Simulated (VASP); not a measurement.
VASP runs on FeAl (CsCl type) share one base input (PBE GGA, plane waves, VASP's PBE PAW potentials (set 64)) and change the settings named in each case.

**POSCAR**
```
FeAl
1
    2.9682000000     0.0000000000     0.0000000000
    0.0000000000     2.9682000000     0.0000000000
    0.0000000000     0.0000000000     2.9682000000
Al Fe
1 1
Direct
  0.5000000000   0.5000000000   0.5000000000
  0.0000000000   0.0000000000   0.0000000000
```

### KPOINTS
```
kpoints
0
gamma
 11 11 11
```

### INCAR
```
SIGMA = 0.1   ! width (eV)
PREC = Accurate
NELM = 100
LCHARG = .False.
LMAXMIX = 4
ENCUT = 400   ! plane-wave cut-off (eV)
SYSTEM = FeAl
LASPH = .True.   ! aspherical one-centre terms
ALGO = Normal
LWAVE = .False.
ISIF = 2   ! forces and stress, cell fixed
GGA = PE
LREAL = .False.
ISMEAR = 1   ! Methfessel-Paxton
EDIFF = 1E-6
```

POTCAR, in this order: Al Fe (PBE.64 set). Program: vasp_std.

```
change                                                                              E(σ→0) (eV/atom)  pressure (GPa)  −TS (eV)
----------------------------------------------------------------------------------  ----------------  --------------  --------
base run                                                                                     -6.2401          -15.10   -0.0001
LDAU = .TRUE., LDAUJ = 0 0, LDAUL = -1 2, LDAUTYPE = 2, LDAUU = 0 1.0                        -5.6891          -15.72   -0.0003
LDAU = .TRUE., LDAUJ = 0 0, LDAUL = -1 2, LDAUTYPE = 2, LDAUU = 0 2.0                        -5.1524          -16.19   -0.0013
LDAU = .TRUE., LDAUJ = 0 0, LDAUL = -1 2, LDAUTYPE = 2, LDAUU = 0 3.0                        -4.6385          -15.65    0.0019
LDAU = .TRUE., LDAUJ = 0 0, LDAUL = -1 2, LDAUTYPE = 2, LDAUU = 0 4.0                        -4.1597          -15.10   -0.0012
LDAU = .TRUE., LDAUJ = 0 0, LDAUL = -1 2, LDAUTYPE = 2, LDAUU = 0 5.0                        -3.7131          -13.68    0.0004
LDAU = .TRUE., LDAUJ = 0 0, LDAUL = -1 2, LDAUTYPE = 2, LDAUU = 0 6.0                        -3.3020          -11.90   -0.0002
LDAU = .TRUE., LDAUJ = 0 0, LDAUL = -1 2, LDAUTYPE = 2, LDAUU = 0 8.0                        -2.5928           -6.51   -0.0001
LDAU = .TRUE., LDAUJ = 0 0, LDAUL = -1 2, LDAUTYPE = 2, LDAUU = 0 5.0, LMAXMIX = 2           -3.7131          -13.60    0.0004
```
 Energies of different potentials or functionals have different zeros.  The base run's pressure lies -0.27 GPa from that at 750 eV (Pulay error).

Left out are runs that ran out of time, are held back, or changed the cell or the kind of run, fixed moments of cells without a moment, rows past the twelfth, gaps on odd meshes, pressures of charged cells and columns that move by less than the noise.

The compound is FeAl in the CsCl type structure. The cell was not relaxed at this level. The run is not spin-polarised, so no magnetic state was tried. The electron count is odd and the run is not spin-polarised, which forces a metal.
